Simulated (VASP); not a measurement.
Input of a VASP 6.6.1 run:

File INCAR:

```
PREC     = Normal         # precision mode
ENCUT    = 520            # plane-wave cutoff, eV
EDIFF    = 1E-4           # SCF threshold, eV
ISMEAR   = 0              # smearing method
SIGMA    = 0.15           # smearing width, eV
LREAL    = F              # projectors in reciprocal space
LASPH    = T              # aspherical terms in the spheres
NELM     = 60             # most SCF steps
ALGO     = Fast           # electronic algorithm
ISIF     = 3              # what is computed and relaxed
LWAVE    = F              # write WAVECAR
LCHARG   = F              # write CHGCAR
GGA      = PE             # functional
IBRION   = 2              # ionic algorithm
NSW      = 24             # ionic steps
EDIFFG   = -0.08          # ionic threshold
```

The input KPOINTS:

```
Automatic mesh
0
Gamma
  3 3 5
```

Contents of POSCAR:

```
MgTi3O4
1.0
    3.0247347200     -4.2931297800      0.0000000000
    3.0247347200      4.2931297800      0.0000000000
    0.0000000000      0.0000000000      3.0472891700
Mg Ti O
1 3 4
Direct
    0.0000000000      0.0000000000      0.0000000000
    0.5000000000      0.5000000000      0.0000000000
    0.5000000000      0.0000000000      0.5000000000
    0.0000000000      0.5000000000      0.5000000000
    0.2525974100      0.7474025900      0.0000000000
    0.2527053400      0.2527053400      0.5000000000
    0.7472946600      0.7472946600      0.5000000000
    0.7474025900      0.2525974100      0.0000000000
```

Potentials or basis: VASP PAW PBE potentials, release 64 (Mg, Ti_sv, O).

Command:

```bash
$ cat potpaw_PBE.64/Mg/POTCAR potpaw_PBE.64/Ti_sv/POTCAR potpaw_PBE.64/O/POTCAR > POTCAR
$ mpirun -np 1 vasp_std > vasp.out
```

(1) What does it give for the relaxed cell?

(2) What does it give for the band gap on the k mesh?

Answers

(1) a = 5.297 Å, b = 5.297 Å, c = 2.909 Å, α = 90.00°, β = 90.00°, γ = 107.38°.

(2) none (metal or under the smearing width).

Caveat: the k mesh is coarse (spacing up to 0.42 Å⁻¹), so the values aren't converged; semilocal functionals often make such compounds metallic where correlation or magnetic order opens a gap, which also shifts bond lengths.
